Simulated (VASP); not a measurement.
Consider the following.

```xyz
3
Lattice="3.0733 0.0000 0.0000 -1.5366 2.6615 0.0000 0.0000 0.0000 4.9097" Properties=species:S:1:pos:R:3 pbc="T T T"
N      0.0000     0.0000     0.0000
Ta     0.0000     1.7744     1.2666
Ta     1.5366     0.8872     3.6431
```

Calculation: r2SCAN meta-GGA, VASP's PBE PAW potentials (set 64) (plane waves; VASP). Numerical set-up: 520 eV cut-off, 13×13×7 Γ-centred mesh, tetrahedra with Blöchl corrections, potentials N Ta_pv.

For a metal the tetrahedron method with Blöchl corrections gives inexact stress and forces.

Q: Give the force on each atom (eV/Å).

A: 
```
atom     Fx     Fy      Fz
----  -----  -----  ------
N1    0.000  0.000   0.000
Ta2   0.000  0.000  -0.109
Ta3   0.000  0.000   0.109
```

Q: Give the stress tensor in GPa (positive for a compressed cell).

A: 
```
 0.37   0.00   0.00
 0.00   0.37   0.00
 0.00   0.00  -0.76
```
The pressure is its mean diagonal, -0.01 GPa.

The structure was generated: Ta2N was put into the CdI2 type (P-3m1), which need not be its known phase. It was relaxed first, which changed the volume by +19 %. The electron count is odd and the run is not spin-polarised, which forces a metal.
